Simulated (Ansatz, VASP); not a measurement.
# EuZn2P2: VASP beside Ansatz, part 2 of 2

Wanted: the spread between two codes on one cell, functional and k mesh. The cell is taken from a series of VASP runs on this material, whose earlier steps may have relaxed, scaled or displaced it; both programs get it as it stands.

VASP 6.6.1 and Ansatz 0.2.0.

So far: Starting point; VASP: zone-centre phonons, PBEsol, DFT+U.

### 3. Ansatz: zone-centre phonons, PBEsol, DFT+U

Level of this step: Ansatz beside VASP: Kohn-Sham DFT, plane waves, PBEsol, DFT+U (Ansatz).

Ansatz runs on its default PAW (the set named soft_2) files.

The same cell, functional, mesh and smearing now go to Ansatz, which takes its cutoff from its data sets.

Contents of input.yaml:

```yaml
crystal:
  lattice:
    - [4.0311289793, 0.0, 0.0]
    - [-2.0155644897, 3.491060102, 0.0]
    - [0.0, 0.0, 6.8528054717]
  atoms:
    - { symbol: Eu, position: [0.0, 0.0, 0.0], spin: 6.703 }
    - { symbol: Zn, position: [0.66666667, 0.33333333, 0.3670823366], spin: -0.004 }
    - { symbol: Zn, position: [0.33333333, 0.66666667, 0.6329176634], spin: -0.004 }
    - { symbol: P, position: [0.66666667, 0.33333333, 0.7313553641], spin: -0.028 }
    - { symbol: P, position: [0.33333333, 0.66666667, 0.2686446359], spin: -0.028 }
hamiltonian:
  xc: pbesol
  pseudopotentials: { kind: paw }
  hubbard: { sites: [{ species: Eu, l: f, u_eff: 5.0 }] }
magnetization:
  spin_polarized: true
kpoints:
  mp_grid: { grid: [9, 9, 5] }
scf:
  occupations: { method: methfessel_paxton, width: 0.2 }
phonons:
  method: dfpt
  qpoints: [[0, 0, 0]]
```

Launch:

```console
$ ansatz run input.yaml --threads 4 --pin off --max-ram 9216MiB --backend cpu --events-out ev --progress --plain --runs-dir out
```

Numbers of over 12 decimals in the logs are rounded to 6 here.

Log:

```text
Eu: projections on atomic orbitals take those of the free atom [Kr 4d10] 4f7 5s2 5p6 5d0 6s2, of charge +0.00 (hamiltonian.pseudopotentials.projection_atoms); the dataset's partial waves leave at most 1.0e-3 of an orbital's norm unspanned inside its sphere
Zn: projections on atomic orbitals take those of the free atom [Ar] 3d10 4s2, of charge +0.00 (hamiltonian.pseudopotentials.projection_atoms); the dataset's partial waves leave at most 6.8e-7 of an orbital's norm unspanned inside its sphere
P: projections on atomic orbitals take those of the free atom [Ne] 3s2 3p3, of charge +0.00 (hamiltonian.pseudopotentials.projection_atoms); the dataset's partial waves leave at most 1.0e-7 of an orbital's norm unspanned inside its sphere
Engine: ansatz 0.2.0, aarch64-unknown-linux-gnu
Pseudopotentials: kind: paw
Pseudopotential: Eu, paw, valence charge 17, recommended cutoff 420 eV (normal), Eu.paw.azcp
Pseudopotential: Zn, paw, valence charge 12, recommended cutoff 420 eV (normal), Zn.paw.azcp
Pseudopotential: P, paw, valence charge 5, recommended cutoff 420 eV (normal), P.paw.azcp
Functional definition: PBEsol
  exchange = pbesol_x
  correlation = pbesol_c
Crystal: 5 atoms, lattice volume = 96.439 Å³
Basis set: ecut = 420 eV, 1907 PW (Γ), exchange–correlation on 54×54×96 points (8 copies of the dense FFT grid, shifted against one another)
Bands: 39, of which v1, the nominal top of the filled ones, is band 26 counted from 1 (25 counted from 0)
Symmetry: 12 space group operations
Space group: P-3m1 (ITA 164), of the structure as read, at distance tolerance 4.6e-5 Å
Magnetic group: BNS 164.85 (UNI 1315), of the structure as read, at distance tolerance 4.6e-5 Å
k-points: 50 of 405
Non-local potential: Eu, projectors of the file, l = 0: 3, l = 1: 2, l = 2: 2, l = 3: 3
Non-local potential: Zn, projectors of the file, l = 0: 2, l = 1: 2, l = 2: 3, l = 3: 1
Non-local potential: P, projectors of the file, l = 0: 2, l = 1: 2, l = 2: 2
PAW form: soft (Blöchl's): semilocal exchange-correlation on the pseudo side does not see the compensation charge
PAW frozen core: Eu, regenerated for the run's functional, and the local potential with it (the file was generated under x = pbe(κ = 0.804, μ = 0.219515), c = pbe(β = 0.066725))
PAW frozen core: Zn, regenerated for the run's functional, and the local potential with it (the file was generated under x = pbe(κ = 0.804, μ = 0.219515), c = pbe(β = 0.066725))
PAW frozen core: P, regenerated for the run's functional, and the local potential with it (the file was generated under x = pbe(κ = 0.804, μ = 0.219515), c = pbe(β = 0.066725))
PAW one-centre angular grid: Eu, 590 points (default); XC on 64 Gauss nodes
PAW one-centre angular grid: Zn, 590 points (default); XC on 64 Gauss nodes
PAW one-centre angular grid: P, 110 points (default); XC on 64 Gauss nodes
Initial density: superposition of atomic densities (chi_scale 0.1, normalization cell)
Starting moments: Σ|m| = 0.064 μB on 4 of 5 sites
Initial wavefunctions: pseudopotential atomic-orbital guess
Functional: x = pbesol(κ = 0.804, μ = 0.123457), c = pbesol(β = 0.046)
Initial density: handed on by an earlier stage of this run
Starting moments: Σ|m| = 0.064 μB on 4 of 5 sites; this step starts from the density that it was given
SCF 1 converged in 6 iterations: F = -16709.775948 eV  dr2 = 9.07e-8
  greatest PAW one-centre occupation: 1.000 electrons in one spin orbital (limit 2), on the Eu atom at site 0 (counted from 0), in its partial waves of l = 0
Bands: 35, of which v1, the nominal top of the filled ones, is band 26 counted from 1 (25 counted from 0)
k-points: 115 of 405 (irreducible under 2 space group operations, time reversal used)
Initial density: read from a saved state, or passed on in memory by an earlier SCF of this step, an earlier step, the calling program or the single point that the run made first
Stability of the state it starts from, as read at its close in the collinear treatment: not read, because cold or Methfessel-Paxton smearing, or corrected tetrahedra, fill the levels in a way that the test cannot read (fill_not_monotonic); its run was given moments
Starting moments: Σ|m| = 6.767 μB on 5 of 5 sites; this step starts from the density that it was given
iter 1 solved again at ethr=6.86e-7 eV; its pass at ethr=3.10e-3 eV (dr2=3.50e-4 eV) is discarded
SCF iter   1: F=—  HF=-16709.775948 eV  |F-HF|=—  |Δ(HF+E_count)|=         —  Δρ=4.25e-6 (↑4.25e-6 ↓3.27e-6)  dr2=8.99e-8  dr2_m=4.50e-9  M=7.001 μB ∫|m|=7.166 μB  β_m=0.30  ethr=6.86e-7  ⟨swp⟩=4.0  Hψ=61729  notcnv=0
eigensolver tolerance schedule: the retry pair's looser diagonalisation over-reported the residual by 3887.09 of it (diagonalisation noise at 6.14 of the residual, at the tolerance the schedule requests for it); recorded, not acted on — ethr = c·dr2/N_el stays at c = 1.0e-1
preconditioner: auto → Kerker (q_TF=auto, 2.453 Å⁻¹)  [metal: Δε(μ)=0.081 eV  Ē_g=11.595 eV  σ=0.200 eV  W_gap=0.33  n_scr=22 (ndim 8)  ℏωp=26.5 eV  f_vac=0.009  D(μ)=0.12/eV (n_scr^D=0)]
spin=Collinear: Kerker preconditioning applied to the charge; magnetization (m = ρ↑ − ρ↓) channel mixes plain (no charge-response kernel on spin).
SCF iter   2: F=—  HF=-16709.775948 eV  |F-HF|=—  |Δ(HF+E_count)|=   3.68e-8  S|Δr|=    0.00e0  Δρ=3.67e-6 (↑3.67e-6 ↓2.31e-6)  dr2=7.39e-8  dr2_m=2.77e-9  M=7.001 μB ∫|m|=7.166 μB  β_m=0.65  ethr=1.76e-10  ⟨swp⟩=3.2  Hψ=17931  notcnv=0
SCF iter   3: F=—  HF=-16709.775948 eV  |F-HF|=—  |Δ(HF+E_count)|=   1.25e-8  S|Δr|=    0.00e0  Δρ=2.22e-6 (↑2.22e-6 ↓2.17e-6)  dr2=1.98e-8  dr2_m=1.72e-10  M=7.001 μB ∫|m|=7.166 μB  β_m=0.55  ethr=1.45e-10  ⟨swp⟩=2.3  Hψ=13814  notcnv=0
SCF iter   4: F=—  HF=-16709.775948 eV  |F-HF|=—  |Δ(HF+E_count)|=   6.78e-9  S|Δr|=    0.00e0  Δρ=9.95e-7 (↑9.95e-7 ↓8.03e-7)  dr2=5.95e-9  dr2_m=1.49e-10  M=7.001 μB ∫|m|=7.166 μB  β_m=0.71  ethr=3.87e-11  ⟨swp⟩=2.4  Hψ=13398  notcnv=0
SCF iter   5: F=—  HF=-16709.775948 eV  |F-HF|=—  |Δ(HF+E_count)|=  5.06e-10  S|Δr|=    0.00e0  Δρ=6.60e-7 (↑6.60e-7 ↓3.79e-7)  dr2=2.14e-9  dr2_m=7.10e-11  M=7.001 μB ∫|m|=7.166 μB  β_m=0.86  ethr=1.17e-11  ⟨swp⟩=1.9  Hψ=11173  notcnv=0
SCF iter   6: F=—  HF=-16709.775948 eV  |F-HF|=—  |Δ(HF+E_count)|=  1.20e-10  S|Δr|=    0.00e0  Δρ=2.78e-7 (↑2.78e-7 ↓1.81e-7)  dr2=2.39e-10  dr2_m=1.56e-11  M=7.001 μB ∫|m|=7.166 μB  β_m=0.90  ethr=4.19e-12  ⟨swp⟩=2.4  Hψ=13960  notcnv=0
SCF iter   7: F=—  HF=-16709.775948 eV  |F-HF|=—  |Δ(HF+E_count)|=  5.82e-11  S|Δr|=    0.00e0  Δρ=1.64e-7 (↑1.64e-7 ↓6.86e-8)  dr2=3.50e-11  dr2_m=5.92e-12  M=7.001 μB ∫|m|=7.166 μB  β_m=0.68  ethr=1.00e-12  ⟨swp⟩=1.7  Hψ=9570  notcnv=0
SCF iter   8: F=-16709.775948 eV  HF=-16709.775948 eV  |F-HF|=3.64e-12  |Δ(HF+E_count)|=  7.28e-12  S|Δr|=    0.00e0  Δρ=4.43e-8 (↑4.43e-8 ↓4.01e-8)  dr2=9.85e-12  dr2_m=1.50e-13  M=7.001 μB ∫|m|=7.166 μB  ethr=1.00e-12  ⟨swp⟩=8.3  Hψ=43398  notcnv=0
SCF 2 converged in 8 iterations: F = -16709.775948 eV  dr2 = 9.85e-12
this state was not tested for a lower state beside it, because cold or Methfessel-Paxton smearing, or corrected tetrahedra, fill the levels in a way that the test cannot read (fill_not_monotonic; see scf.lower_state_search)
DFPT response loops at Γ: preconditioner auto → Kerker (q_TF=auto, 2.453 Å⁻¹) (partly filled bands, converged f_vac=0.009); β = 1.00, the filter's whole step (`scf.mixing.beta` (0.30) is not read by the response loops under this deck's `scf.mixing.preconditioner`; to damp them name `kerker` or `kerker_dos`, under which they read `scf.mixing.beta`, and type it under 1.00, their step now; both keys bind the ground state too); Broyden in place of MSR1
SCF converged after 8 iterations
Magnetization: 7.0007 μB (29.0004 up, 21.9996 down)
Absolute magnetization: 7.1684 μB (∫|ρ↑−ρ↓|, with the PAW one-centre terms)
Spin contamination: 0.0161 ħ² per cell (⟨S²⟩ above its minimum at these occupations)
Per-site moments (μB) at R_I (Å): [(6.831047, 1.224078), (-0.00362928, 0.999555), (-0.00362928, 0.999555), (-0.027261, 0.999555), (-0.027261, 0.999555)]
Free energy (F): -16709.775948 eV
Harris-Foulkes:  -16709.775948 eV  (|F-HF|=3.64e-12)
Internal energy: -16709.776802 eV  (E = F + TS)
E sigma→0 (E₀):  -16709.776162 eV
Entropy (-TS):   0.000854 eV (0.171 meV/atom)
Fermi energy:    10.376340 eV
Step filling:    the computed levels leave a gap of 0.0575 eV = 0.3 smearing widths at the electron count; against every level under it full and every level over it empty, smearing changes F+E_penalty+E_count by +0.224 meV and its σ→0 estimate by +0.010 meV
--- Per-component energies (eV) ---
  E_band       = 97.234430
  E_kinetic    = 758.589785
  E_local      = -5578.261221  (includes V_loc(G=0)·N_el)
  E_nonlocal   = 1773.533375
  E_hartree    = 2310.547005
  E_xc         = -572.514065
  E_vxc        = -433.006894  (∫ρ·V_xc dr)
  E_hubbard    = 0.184683  (on-site DFT+U / exact-exchange correction)
  E_vhub       = -17.037265  (the Hubbard potential's part of the band-sum identity)
  E_paw        = -10975.491958  (= ΣΔE_a)
  E_vpaw       = -1027.676529  (= ΣTr[D̂ρ^β])
  E_aug_tail   = -0.000749  (compensation charges beyond the density's cutoff)
  E_ewald      = -4428.637392
  E_core_change = 2.273733  (= ΣΔE_core)
  E_smearing   = 0.000854  (= −TS)
  E_closure    = -0.000000  (closes the sum)
  Σ components = -16709.775948   (vs F -16709.775948, Δ=0.00e0)
--- Band table (eV; the first three rows and the last of 230) ---
  k-point 0 ↑: bands = [... 22 lower, 8.7200, 8.8200, 8.8200, 8.9339, 10.3294, 10.4101, 10.4101, 11.1800, ... 5 higher]
  k-point 1 ↑: bands = [... 22 lower, 8.7043, 8.8230, 8.8230, 8.9339, 9.5611, 10.1527, 10.1527, 10.9036, ... 5 higher]
  k-point 2 ↑: bands = [... 22 lower, 8.8243, 8.9191, 8.9191, 8.9339, 8.9920, 9.7363, 9.7363, 10.7712, ... 5 higher]
  k-point 114 ↓: bands = [... 22 lower, 12.0790, 12.2911, 13.4690, 14.2774, 14.4562, 14.6596, 15.7364, 16.6863, ... 5 higher]
Occupation matrices written to <dir>
--- Phonons (Γ-DFPT): 6 representative perturbations + reference, on 115 of 405 k-points (Σ response iterations 53) ---
  k mesh reduced under 2 symmetry operations, with k and −k counted as one. Each operation leaves every solved perturbation unchanged. A smaller set is not considered because the run has a Hubbard term
  ASR residual: 7.345e-5 → 0.000e0 eV/Å²; symmetrization residual: 3.621e-5 eV/Å²
  ASR residual per site (eV/Å²): 5.84e-5 5.03e-5 5.03e-5 7.34e-5 7.34e-5
  Γ frequencies (cm⁻¹): 0.00 0.00 0.00 84.95 84.95 101.75 101.75 136.88 143.13 214.06 267.27 267.27 281.95 281.95 295.72
  non-analytic LO–TO correction: not included (Born effective charges unavailable; polar crystals: no LO–TO splitting at Γ)
--- Phonons (arbitrary-q DFPT): 1 explicit q-point ---
  q = [0, 0, 0] (of the zone-centre solve; hermiticity 5.29e-6, symmetrization 3.11e-6): -0.00 -0.00 -0.00 84.95 84.95 101.75 101.75 136.88 143.13 214.06 267.27 267.27 281.95 281.95 295.72
  sum rule: each row above includes the acoustic sum rule's correction from the zone centre's row sums; it moved no ω² by more than (0.80 cm⁻¹)²
```

Wall time 5.6 min (4 threads of Arm Neoverse V1, shared host); peak memory 2.3 GiB; 21 min of CPU time.

### 4. Comparison

Known differences besides the potentials themselves: U acts on the PAW sphere in VASP and on atomic orbitals in Ansatz, so only states and trends compare; the cutoff is 420 eV in Ansatz and 450 eV in VASP; Ansatz makes its cores anew for this functional, VASP keeps those of its PBE data sets; VASP uses finite displacements, Ansatz perturbation theory. Total energies have different zeros and are not compared.

Compared:

```tsv
quantity	Ansatz	VASP	difference
optical mode 1 to 2 (cm⁻¹)	85.0	84.0	+1.12 %
optical mode 3 to 4 (cm⁻¹)	101.8	101.7	+0.02 %
optical mode 5 (cm⁻¹)	136.9	137.3	-0.32 %
optical mode 6 (cm⁻¹)	143.1	143.2	-0.04 %
optical mode 7 (cm⁻¹)	214.1	215.5	-0.65 %
optical mode 8 to 9 (cm⁻¹)	267.3	268.5	-0.45 %
optical mode 10 to 11 (cm⁻¹)	281.9	282.7	-0.27 %
optical mode 12 (cm⁻¹)	295.7	296.1	-0.12 %
```

Modes are paired by rising frequency and degeneracy, not by their patterns, so a pair may still set unlike modes beside each other.

### 5. Outcome

```
r.m.s. difference of the optical zone-centre modes, each program's sorted by frequency (zone-centre phonons, PBEsol, DFT+U) : 0.82 cm⁻¹
difference in optical mode 1 to 2 (zone-centre phonons, PBEsol, DFT+U)                                                      : +1.1 %
```

In words: The r.m.s. difference of the optical zone-centre modes, each program's sorted by frequency is 0.82 cm⁻¹ (zone-centre phonons, PBEsol, DFT+U). Among the rows given in per cent, the largest difference of the zone-centre phonons, PBEsol, DFT+U pair is in optical mode 1 to 2, +1.1 %. How closely two codes agree says nothing of how well the functional describes the real material.

[Lines on the potential files, build, host, timing and source positions are cut from VASP's logs without a mark.]

[Logs are printed without paths, hosts, clocks, repeated set-up lines and the standing remarks that a program may print on its own settings, such as how far it seeks lower states.]

[Hosts, paths, dates, database ids (printed as entryN), source tags and the programs' standing remarks are cut or masked in the printed files.]
